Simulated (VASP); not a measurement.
Given:

```xyz
2
Lattice="0.0000 2.3134 2.3134 2.3134 0.0000 2.3134 2.3134 2.3134 0.0000" Properties=species:S:1:pos:R:3 pbc="T T T"
B      0.0000     0.0000     0.0000
P      1.1567     1.1567     1.1567
```

All values below come from vdW-DF-cx, VASP's PBE PAW potentials (set 64) (plane waves; VASP 6.6.1). Settings: 520 eV cut-off, 10×10×10 Γ-centred mesh, Gaussian smearing of 0.050 eV, potentials B P.

**Question.** What does the run give for the energy per atom (σ→0), pressure?

**Answer.** 
```yaml
energy per atom (σ→0): -5.583 eV/atom
pressure: -8.61 GPa
```

Only differences to runs with the same potentials and settings are physical.

The compound is BP in the zinc blende structure. This cell is one point of a volume scan, at 1.06 of the reference volume.
